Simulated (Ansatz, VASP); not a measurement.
# Cross-check of SbRu16 between VASP and Ansatz

Aim: how closely do two programs agree when they are given the same cell, functional and k mesh? The cell is taken from a series of runs on this material, whose earlier steps may have relaxed, scaled, displaced or heated it; both programs get it as it stands.

Main program and level: Ansatz 0.2.0; plane waves, with VASP 6.6.1 beside it; PBE.

## (1) Set-up

The cell holds 17 atoms: 1 Sb and 16 Ru. Cell: a = 5.440 Å, b = 5.440 Å, c = 23.170 Å, α = 90.0°, β = 90.0°, γ = 60.0°. It derives from Ru. As first built, before any earlier steps moved the atoms or strained the cell (in the runner's words): kind adsorbate; added Sb; site hcp; coverage_ml 0.25; cell 2x2; faces one. Vacuum lies along c.

## (2) VASP: single point, PBE

With cell and atoms fixed, the geometry can't cause a difference; cores, projectors, grids and the points listed under the comparison can.

Lines of VASP's logs that name or quote its potential files are left out, and so is its time.

Contents of INCAR:

```
SYSTEM = SbRu16
PREC = Accurate
ENCUT = 400
EDIFF = 1E-06
NELM = 120
ISMEAR = -1
SIGMA = 0.05
LREAL = .FALSE.
ALGO = Normal
GGA = PE
NBANDS = 141
LASPH = .TRUE.
LORBIT = 11
LWAVE = .FALSE.
LCHARG = .FALSE.
ISIF = 2
LDIPOL = .TRUE.
IDIPOL = 3
DIPOL = 0.5 0.5 0.474
LVHAR = .TRUE.
GGA_COMPAT = .FALSE.
NELMDL = -8
KPAR = 4
```

Contents of POSCAR:

```
SbRu16
1.0
    5.4400000000      0.0000000000      0.0000000000
    2.7200000000      4.7111781966      0.0000000000
    0.0000000000      0.0000000000     23.1700000000
Sb Ru
1 16
Direct
    0.3334717632      0.3333314363      0.6899245482
    0.0000050482      0.9999999770      0.5980261659
    0.5081332205      0.9837374525      0.5996797715
    0.9837932387      0.5081042498      0.5996827356
    0.5081588824      0.5081567161      0.5996770163
    0.8331483173      0.3337104289      0.5081923017
    0.3333320951      0.3333335207      0.5088969519
    0.8331480180      0.8331444644      0.5081955790
    0.3337132501      0.8331451350      0.5081888330
    0.0000000000      0.0000000000      0.4160552440
    0.5000000000      0.0000000000      0.4160552440
    0.0000000000      0.5000000000      0.4160552440
    0.5000000000      0.5000000000      0.4160552440
    0.8333333330      0.3333333330      0.3236944320
    0.3333333330      0.3333333330      0.3236944320
    0.8333333330      0.8333333330      0.3236944320
    0.3333333330      0.8333333330      0.3236944320
```

Contents of KPOINTS:

```
Automatic mesh
0
Gamma
12 12 1
0 0 0
```

The projector-augmented-wave data sets are Sb and Ru_pv (PBE family, release 64).

The run is started by

```sh
> mpirun -np 4 vasp_std
```

Numbers of over 12 decimals in the logs are rounded to 6 here.

What it wrote:

```text
[banner, memory and clock lines left out]
running    4 mpi-ranks, on    1 nodes
 distrk:  each k-point on    1 cores,    4 groups
 distr:  one band on    1 cores,    1 groups

 POSCAR found type information on POSCAR SbRu
 POSCAR found :  2 types and      17 ions
|                                                                             |
|               ----> ADVICE to this user running VASP <----                  |
|                                                                             |
|     You have a (more or less) 'large supercell' and for larger cells it     |
|     might be more efficient to use real-space projection operators.         |
|     Therefore, try LREAL= Auto in the INCAR file.                           |
|     Mind: For very accurate calculation, you might also keep the            |
|     reciprocal projection scheme (i.e. LREAL=.FALSE.).                      |
|                                                                             |

 LDA part: xc-table for (Slater+PW92), standard interpolation
 POSCAR, INCAR and KPOINTS ok, starting setup
 FFT: planning ... GRIDC
 FFT: planning ... GRID_SOFT
 FFT: planning ... GRID
 WAVECAR not read
 entering main loop
       N       E                     dE             d eps       ncg     rms          rms(c)
DAV:   1     0.204549416326E+04    0.20455E+04   -0.12787E+05 27436   0.127E+03
DAV:   2    -0.792218283401E+02   -0.21247E+04   -0.20366E+04 22744   0.415E+02
DAV:   3    -0.153257401930E+03   -0.74036E+02   -0.69512E+02 24945   0.720E+01
DAV:   4    -0.155755560911E+03   -0.24982E+01   -0.24649E+01 24960   0.115E+01
DAV:   5    -0.155883869357E+03   -0.12831E+00   -0.12822E+00 28007   0.229E+00
DAV:   6    -0.155886439341E+03   -0.25700E-02   -0.25695E-02 26235   0.357E-01
DAV:   7    -0.155886565650E+03   -0.12631E-03   -0.12630E-03 28020   0.706E-02
DAV:   8    -0.155886570073E+03   -0.44227E-05   -0.44226E-05 27259   0.140E-02    0.447E+01
DAV:   9    -0.154555279316E+03    0.13313E+01   -0.46423E+01 22789   0.288E+01    0.280E+01
DAV:  10    -0.419960913227E+03   -0.26541E+03   -0.66947E+02 29377   0.114E+02    0.120E+02
DAV:  11    -0.200131755890E+03    0.21983E+03   -0.21994E+02 26160   0.402E+01    0.623E+01
DAV:  12    -0.147190191834E+03    0.52942E+02   -0.14303E+02 27961   0.234E+01    0.177E+01
DAV:  13    -0.147125461535E+03    0.64730E-01   -0.45388E+01 24953   0.217E+01    0.127E+01
DAV:  14    -0.145403574832E+03    0.17219E+01   -0.78548E+00 24789   0.111E+01    0.646E+00
[...]
DAV:  35    -0.145074172093E+03   -0.23162E-04   -0.29891E-06 17046   0.783E-03    0.136E-02
DAV:  36    -0.145074205435E+03   -0.33342E-04   -0.19809E-06 14696   0.573E-03    0.775E-03
DAV:  37    -0.145074222787E+03   -0.17352E-04   -0.67710E-07 13343   0.403E-03    0.589E-03
DAV:  38    -0.145074258810E+03   -0.36023E-04   -0.20815E-06 15178   0.453E-03    0.424E-03
DAV:  39    -0.145074262970E+03   -0.41603E-05   -0.20415E-07 12033   0.179E-03    0.408E-03
DAV:  40    -0.145074268072E+03   -0.51019E-05   -0.18272E-07 12192   0.141E-03    0.362E-03
DAV:  41    -0.145074273427E+03   -0.53546E-05   -0.33315E-07 13269   0.108E-03    0.252E-03
DAV:  42    -0.145074274140E+03   -0.71371E-06   -0.47132E-08 11715   0.671E-04
   1 F= -.14507427E+03 E0= -.14499493E+03  d E =-.158692E+00
```

OUTCAR, selected parts (step 2):

```text
ion  position               nearest neighbor table
   1  0.333  0.333  0.690-   5 2.66   3 2.66   4 2.66
   2  0.000  1.000  0.598-   8 2.61   6 2.61   9 2.61   3 2.72   4 2.72   5 2.72   4 2.72   5 2.72
                             3 2.72
   3  0.508  0.984  0.600-   5 2.59   4 2.59   8 2.62   9 2.62   1 2.66   7 2.67   2 2.72   2 2.72
                             4 2.85   5 2.85
   4  0.984  0.508  0.600-   5 2.59   3 2.59   8 2.62   6 2.62   1 2.66   7 2.67   2 2.72   2 2.72
                             3 2.85   5 2.85
   5  0.508  0.508  0.600-   3 2.59   4 2.59   6 2.62   9 2.62   1 2.66   7 2.67   2 2.72   2 2.72
                             4 2.85   3 2.85
   6  0.833  0.334  0.508-   2 2.61   5 2.62   4 2.62  12 2.65  13 2.65  10 2.65   8 2.72   9 2.72
                             7 2.72   7 2.72   9 2.72   8 2.72
   7  0.333  0.333  0.509-  12 2.66  11 2.66  13 2.66   4 2.67   3 2.67   5 2.67   6 2.72   8 2.72
                             9 2.72   9 2.72   8 2.72   6 2.72
   8  0.833  0.833  0.508-   2 2.61   3 2.62   4 2.62  12 2.65  11 2.65  10 2.65   6 2.72   9 2.72
                             7 2.72   7 2.72   9 2.72   6 2.72
   9  0.334  0.833  0.508-   2 2.61   5 2.62   3 2.62  11 2.65  13 2.65  10 2.65   8 2.72   6 2.72
                             7 2.72   7 2.72   6 2.72   8 2.72
  10  0.000  0.000  0.416-   9 2.65   6 2.65   8 2.65  17 2.65  14 2.65  16 2.65  11 2.72  11 2.72
                            12 2.72  13 2.72  12 2.72  13 2.72
  11  0.500  0.000  0.416-   9 2.65   8 2.65  16 2.65  15 2.65  17 2.65   7 2.66  10 2.72  10 2.72
                            12 2.72  13 2.72  13 2.72  12 2.72
  12  0.000  0.500  0.416-   6 2.65   8 2.65  15 2.65  16 2.65  14 2.65   7 2.66  13 2.72  13 2.72
                            10 2.72  11 2.72  11 2.72  10 2.72
  13  0.500  0.500  0.416-   9 2.65   6 2.65  14 2.65  17 2.65  15 2.65   7 2.66  12 2.72  12 2.72
                            10 2.72  11 2.72  10 2.72  11 2.72
  14  0.833  0.333  0.324-  13 2.65  10 2.65  12 2.65  15 2.72  15 2.72  16 2.72  17 2.72  16 2.72
                            17 2.72
  15  0.333  0.333  0.324-  12 2.65  11 2.65  13 2.65  14 2.72  14 2.72  16 2.72  17 2.72  17 2.72
                            16 2.72
  16  0.833  0.833  0.324-  11 2.65  12 2.65  10 2.65  17 2.72  17 2.72  14 2.72  15 2.72  15 2.72
                            14 2.72
  17  0.333  0.833  0.324-  10 2.65  13 2.65  11 2.65  16 2.72  16 2.72  14 2.72  15 2.72  14 2.72
                            15 2.72

  LATTYP: Found a hexagonal cell.
 ALAT       =     5.4400000000
 C/A-ratio  =     4.2591911765

 Subroutine GETGRP returns: Found  1 space group operations
 (whereof  1 operations were pure point group operations)

The static configuration has the point symmetry C_1 .

 Found     74 irreducible k-points:

   k-points           NKPTS =     74   k-points in BZ     NKDIM =     74   number of bands    NBANDS=    141

   dimension x,y,z NGX =    36 NGY =   36 NGZ =  160
   dimension x,y,z NGXF=    72 NGYF=   72 NGZF=  320

   ENCUT  =  400.0 eV  29.40 Ry    5.42 a.u.   8.87  8.87 37.78*2*pi/ulx,y,z

   NELECT =     229.0000    total number of electrons

 k-points in reciprocal lattice and weights: Automatic mesh
   0.00000000  0.00000000  0.00000000       0.007
   0.08333333 -0.00000000  0.00000000       0.014
   0.08333333  0.08333333  0.00000000       0.014
   0.00000000  0.08333333  0.00000000       0.014
   0.16666667 -0.00000000  0.00000000       0.014
   0.16666667  0.16666667  0.00000000       0.014
   0.00000000  0.16666667  0.00000000       0.014
   0.25000000 -0.00000000  0.00000000       0.014
   0.25000000  0.25000000  0.00000000       0.014
[...]
0.41666667 -0.33333333  0.00000000       0.014
  -0.33333333  0.33333333  0.00000000       0.014

 dipolmoment           0.000000      0.000000     -0.058458 electrons x Angstroem

 average (electrostatic) potential at core
       1 -90.0374       2 -77.6208       3 -77.6064       4 -77.6063       5 -77.6065
       6 -77.9318       7 -77.9326       8 -77.9318       9 -77.9318      10 -77.9904
      11 -77.9593      12 -77.9593      13 -77.9593      14 -77.5215      15 -77.5258
      16 -77.5215      17 -77.5214

 E-fermi :   2.1930

 k-point     1 :       0.0000    0.0000    0.0000
  band No.  band energies     occupation
    ...
    101       1.3399      2.00000
    102       1.3401      2.00000
    103       1.6176      1.99998
    104       1.9776      1.97341
    105       1.9777      1.97334
    106       2.2784      0.30680
    107       2.2785      0.30620
    108       2.3125      0.16763
    109       2.3144      0.16211
    110       2.3145      0.16175
    ...

 k-point     2 :       0.0833   -0.0000    0.0000
  band No.  band energies     occupation
    ...
    104       1.8698      1.99688
    105       1.8900      1.99534
    106       2.1757      1.17110
    107       2.1877      1.05253
    108       2.2314      0.63322
    109       2.2949      0.23028
    110       2.3189      0.14896
    111       2.3434      0.09407
    112       2.5381      0.00201
    113       2.5622      0.00124
    ...

 k-point     3 :       0.0833    0.0833    0.0000
  band No.  band energies     occupation
    ...
    104       1.8697      1.99689
    105       1.8900      1.99534
    106       2.1759      1.16850
    107       2.1877      1.05219
    108       2.2313      0.63389
    109       2.2948      0.23087
    110       2.3191      0.14866
    111       2.3434      0.09412
    112       2.5380      0.00201
    113       2.5621      0.00124
    ...

  Total      -10.9561112    -10.9562635     -6.9509148      0.0023213      0.0000913     -0.0038506
  in kB      -29.5605526    -29.5609635    -18.7541800      0.0062630      0.0002464     -0.0103894
  external PRESSURE =     -25.9585653 kB  Pullay stress =       0.0000000 kB

  energy-cutoff  :      400.00
  volume of cell :      593.82
      direct lattice vectors                 reciprocal lattice vectors
     5.440000000  0.000000000  0.000000000     0.183823529 -0.106130564  0.000000000
     2.720000000  4.711178197  0.000000000     0.000000000  0.212261128  0.000000000
     0.000000000  0.000000000 23.170000000     0.000000000  0.000000000  0.043159258

 POSITION                                       TOTAL-FORCE (eV/Angst)
 -----------------------------------------------------------------------------------
      2.72075      1.57038     15.98555        -0.000676      0.000007     -0.015377
      2.72003      4.71118     13.85627         0.000193     -0.000008     -0.034370
      5.44001      4.63456     13.89458         0.000422      0.045377     -0.040035
      6.73388      2.39377     13.89465         0.038904     -0.022215     -0.040105
      4.14657      2.39402     13.89452        -0.039666     -0.023143     -0.039985
      5.44002      1.57217     11.77482         0.000292      0.020138      0.042920
      2.71999      1.57039     11.79114         0.000332     -0.000015      0.109024
      6.79848      3.92509     11.77489        -0.017470     -0.010260      0.042507
      4.08155      3.92510     11.77474         0.017409     -0.009887      0.043365
      0.00000      0.00000      9.64000        -0.000237      0.000006     -1.044943
      2.72000      0.00000      9.64000         0.000349      0.077507     -0.485867
      1.36000      2.35559      9.64000         0.067161     -0.038578     -0.485889
      4.08000      2.35559      9.64000        -0.067074     -0.038930     -0.485876
      5.44000      1.57039      7.50000         0.000035     -0.049689      0.619613
      2.72000      1.57039      7.50000         0.000021      0.000002      0.575795
      6.80000      3.92598      7.50000         0.043037      0.024825      0.619697
      4.08000      3.92598      7.50000        -0.043031      0.024862      0.619529
 -----------------------------------------------------------------------------------
    total drift:                               -0.000005     -0.000007      0.003300

  FREE ENERGIE OF THE ION-ELECTRON SYSTEM (eV)
  ---------------------------------------------------
  free  energy   TOTEN  =      -145.0742741405 eV

  energy  without entropy=     -144.9155818116  energy(sigma->0) =     -144.99492798

 vacuum level on the upper side and lower side of the slab         6.861         7.273

 total charge
# of ion       s       p       d       tot
------------------------------------------
    1        1.197   1.177   0.037   2.411
    2        0.375   6.220   5.941  12.537
    3        0.395   6.265   5.965  12.625
    4        0.395   6.265   5.965  12.625
    5        0.395   6.265   5.965  12.625
    6        0.405   6.314   5.950  12.669
    7        0.393   6.305   5.923  12.621
    8        0.405   6.314   5.950  12.669
    9        0.405   6.314   5.950  12.669
   10        0.401   6.306   5.923  12.629
   11        0.399   6.307   5.925  12.631
   12        0.399   6.307   5.925  12.631
   13        0.399   6.307   5.925  12.631
   14        0.382   6.209   5.925  12.515
   15        0.386   6.209   5.918  12.513
   16        0.382   6.209   5.925  12.515
   17        0.382   6.209   5.925  12.515
--------------------------------------------------
tot          7.493 101.503  95.038 204.033

[... 3 further parts left out ...]
```

(Part 1 of 2 ends here.)

[Lines on the potential files, build, host, timing and source positions are cut from VASP's logs without a mark.]

[Logs are printed without paths, hosts, clocks, repeated set-up lines and the standing remarks that a program may print on its own settings, such as how far it seeks lower states.]

[Hosts, paths, dates, database ids (printed as entryN), source tags and the programs' standing remarks are cut or masked in the printed files.]
